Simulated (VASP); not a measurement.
```
CELL_PARAMETERS angstrom
      0.00000     2.73879     2.73879
      2.73879     0.00000     2.73879
      2.73879     2.73879     0.00000
ATOMIC_POSITIONS crystal
  Sn 0.00000 0.00000 0.00000
  O  0.25000 0.25000 0.25000
```

Calculation: PBE GGA, VASP's PBE PAW potentials (set 64) (plane waves; VASP 6.6.1). Settings: 520 eV cut-off, 10×10×10 Γ-centred mesh, first-order Methfessel-Paxton smearing of 0.10 eV, potentials Sn_d O.

Unless said otherwise, spin-orbit coupling is left out, though it shifts the bands of the heavy elements here.

Question: Predict the energy per atom (σ→0), band gap (on the k-mesh) with the smallest direct gap where there is one.

Answer: 
```json
{
 "band gap (on the k-mesh)": "none (metal, semimetal or under 0.01 eV)",
 "energy per atom (σ→0)": "-5.228 eV/atom"
}
```

Total energies compare only between runs with the same potentials, cut-off and functional.

The structure was generated: SnO was put into the zinc blende type (F-43m), which need not be its known phase. It was relaxed first, which changed the volume by +55 %. The start is the result of an earlier pass.
